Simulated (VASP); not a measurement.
An input for Quantum ESPRESSO's pw.x (written as the equivalent of a VASP run, and not itself run):

```
&CONTROL
  calculation = 'scf'
  pseudo_dir = './pseudo'
  outdir = './out'
  tprnfor = .true.
  tstress = .true.
/
&SYSTEM
  ibrav = 0
  nat = 2
  ntyp = 2
  ecutwfc = 70
  occupations = 'smearing'
  smearing = 'gaussian'
  degauss = 0.003675
  input_dft = 'vdw-df-obk8'
/
&ELECTRONS
  conv_thr = 7.3e-09
  electron_maxstep = 100
/
ATOMIC_SPECIES
  Cs 132.905 Cs.upf
  I 126.904 I.upf
CELL_PARAMETERS angstrom
     4.5051172    0.0000000    0.0000000
     0.0000000    4.5051172    0.0000000
     0.0000000    0.0000000    4.5051172
ATOMIC_POSITIONS crystal
  Cs   0.0000000  0.0000000  0.0000000
  I    0.5000000  0.5000000  0.5000000
K_POINTS automatic
  6 6 6 0 0 0
```

### Question
Translate this input to VASP (INCAR, KPOINTS, POSCAR, choice of POTCAR).

### Answer
This is not unique; one that fits is 
**KPOINTS**
```
Regular mesh
0
Gamma
6 6 6
0 0 0
```

File POSCAR:
```
CsI
1
    4.5051171518     0.0000000000     0.0000000000
    0.0000000000     4.5051171518     0.0000000000
    0.0000000000     0.0000000000     4.5051171518
Cs I
1 1
Direct
  0.0000000000   0.0000000000   0.0000000000
  0.5000000000   0.5000000000   0.5000000000
```

**INCAR**
```
EDIFF=1E-7
ENCUT=520   ! plane-wave cut-off (eV)
LREAL=.FALSE.
AGGAC=0.0
NELM=100
LUSE_VDW=.TRUE.
GGA=BO
PREC=Accurate
LCHARG=.FALSE.
PARAM1=0.1833333333
SIGMA=0.05
ALGO=Normal   ! blocked Davidson
LWAVE=.FALSE.
ISMEAR=0
LMAXMIX=4
LASPH=.TRUE.
SYSTEM=CsI
ISIF=2   ! forces and stress, cell fixed
PARAM2=0.22
```

POTCAR, in this order: Cs_sv I (PBE.64 set). Program: vasp_std.

Limits of the translation: the potentials are each code's own (VASP's PAW set, PseudoDojo norm-conserving files in pw.x), so ENCUT and ecutwfc are chosen apart and not converted; conv_thr bounds pw.x's estimated SCF error, while EDIFF bounds the energy change between steps.

The compound is CsI in the CsCl type structure. This cell is one point of a volume scan, at 0.97 of the reference volume.
